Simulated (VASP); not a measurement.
OSZICAR of a VASP run on W (bcc):

### OSZICAR
```
       N       E                     dE             d eps       ncg     rms          rms(c)
DAV:   1     0.680656031291E+02    0.68066E+02   -0.68482E+03  1603   0.123E+03
DAV:   2    -0.121045151965E+02   -0.80170E+02   -0.77411E+02  1689   0.300E+02
DAV:   3    -0.135546176276E+02   -0.14501E+01   -0.14271E+01  1812   0.404E+01
DAV:   4    -0.135627597105E+02   -0.81421E-02   -0.81417E-02  1701   0.318E+00
DAV:   5    -0.135628168504E+02   -0.57140E-04   -0.57140E-04  1773   0.279E-01    0.211E+01
DAV:   6    -0.130811218464E+02    0.48170E+00   -0.56056E-01  1671   0.100E+01    0.851E+00
DAV:   7    -0.129492264495E+02    0.13190E+00   -0.31079E-01  1725   0.702E+00    0.651E-01
DAV:   8    -0.129449886683E+02    0.42378E-02   -0.36550E-03  1626   0.914E-01    0.852E-02
DAV:   9    -0.129449704923E+02    0.18176E-04   -0.11379E-04  1831   0.135E-01    0.419E-02
DAV:  10    -0.129449664466E+02    0.40457E-05   -0.94253E-06  1704   0.447E-02    0.145E-02
DAV:  11    -0.129449673413E+02   -0.89475E-06   -0.24175E-07   903   0.515E-03
   1 F= -.12944967E+02 E0= -.12944691E+02  d E =-.829559E-03
```

Problem. Which electronic solver shows in the log?

Solution. It is blocked Davidson (ALGO = Normal, or the opening steps of other solvers). The INCAR had ALGO = Normal.

Problem. Can the final energy be trusted as converged?

Solution. The run converged. It stopped with EDIFF = 1E-6, NELM = 100 (PBE GGA, plane waves, VASP's PBE PAW potentials (set 64)).

The compound is W in the bcc structure. The cell was not relaxed at this level.
